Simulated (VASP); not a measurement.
Given:

```
CELL_PARAMETERS angstrom
      0.00000     3.46133     3.46133
      3.46133     0.00000     3.46133
      3.46133     3.46133     0.00000
ATOMIC_POSITIONS crystal
  Ba 0.00000 0.00000 0.00000
  Te 0.50000 0.50000 0.50000
```

All values below come from PBE GGA with D3 dispersion (Becke-Johnson damping), VASP's PBE PAW potentials (set 64) (plane waves; VASP). Settings: 520 eV cut-off, 7×7×7 Γ-centred mesh, Gaussian smearing of 0.050 eV, potentials Ba_sv Te.

Q: Predict the energy per atom (σ→0), pressure.

A: 
The energy per atom (σ→0) is -445.5 kJ/mol of atoms and the pressure is 10.2 kbar.

Total energies compare only between runs with the same potentials, cut-off and functional.

The compound is BaTe in the rock salt structure. This cell is one point of a volume scan, at 0.97 of the reference volume.
